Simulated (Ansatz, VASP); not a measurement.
## Two plane-wave programs on Ag3SnSe

```xyz
5
Lattice="5.0642 0.0000 0.0000 0.0000 5.0642 0.0000 0.0000 0.0000 5.0642" Properties=species:S:1:pos:R:3 pbc="T T T"
Ag    2.5321    0.0000    2.5321
Ag    0.0000    2.5321    2.5321
Ag    2.5321    2.5321    0.0000
Sn    0.0000    0.0000    0.0000
Se    2.5321    2.5321    2.5321
```

Change from the starting cell: species swapped into the Sm3TlC type (Pm-3m, No. 221).

Alike in both runs: functional PBE; k mesh 4 × 4 × 4; occupations gaussian, width 0.1 eV; no spin polarisation.

Ansatz relaxed the structure, and its values are those at the end. VASP's run is a single point on that final structure, the one shown.

|  | VASP | Ansatz |
| --- | --- | --- |
| version | VASP 6.6.1 | Ansatz 0.2.0 |
| potentials or method | VASP PAW PBE potentials, release 64 (Ag, Sn_d, Se) | scalar-relativistic, plane waves, PAW |
| plane-wave cutoff (eV) | 520 | 420 |
| valence electrons in the cell | 53 | 87 |

|  | VASP | Ansatz | Ansatz less VASP |
| --- | --- | --- | --- |
| gap on the k mesh at the Fermi level (eV) | none | none | - |
| pressure (GPa) | 0.1 | 0.1 | +0.01 |

A gap of «none» marks a metal or a gap that the smearing closes. The two sets of potentials don't hold the same shells in valence.
